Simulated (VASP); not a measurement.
GW runs with VASP on InP (zinc blende), on PBE orbitals with a Kohn-Sham gap of 0.67 eV on the mesh.

```cif
data_In4P4
_chemical_formula_sum 'In4 P4'
_space_group_name_H-M_alt 'F-43m'
_space_group_IT_number 216
_space_group_name_Hall 'F -4 2 3'
_cell_length_a 5.87000
_cell_length_b 5.87000
_cell_length_c 5.87000
_cell_angle_alpha 90.000
_cell_angle_beta 90.000
_cell_angle_gamma 90.000
loop_
_atom_site_label
_atom_site_type_symbol
_atom_site_symmetry_multiplicity
_atom_site_Wyckoff_symbol
_atom_site_fract_x
_atom_site_fract_y
_atom_site_fract_z
_atom_site_occupancy
In1 In 4 a 0.00000 0.00000 0.00000 1
P1 P 4 d 0.75000 0.75000 0.75000 1
```
(The calculation used a cell of 2 atoms; values per cell refer to that cell.)

Run with PREC = Normal, 500 eV cut-off, 4×4×4 Γ-centred mesh, Gaussian smearing of 0.010 eV, potentials In_d_GW P_GW.

The mesh is coarse and the basis finite, so the quasiparticle values are not converged. Unless said otherwise, spin-orbit coupling is left out, though it shifts the bands of the heavy elements here.

| run | level | NBANDS | ENCUTGW (eV) | QP gap (eV) | smallest direct QP gap (eV) |
|---|---|---|---|---|---|
| run 1 | G0W0@PBE, 1 step(s) | 100 | 150 | 1.17 | 1.17 |
| run 2 | G0W0@PBE, 1 step(s) | 240 | 250 | 1.17 | 1.17 |
| run 3 | G0W0@PBE, 1 step(s) | 320 | 300 | … | … |

Task: Some entries are withheld; supply them.

Result: 
- run 3, QP gap (eV): 1.21
- run 3, smallest direct QP gap (eV): 1.21

Left out are failed runs and those that VASP or the mesh makes unfit.

The compound is InP in the zinc blende structure. The cell was not relaxed at this level.
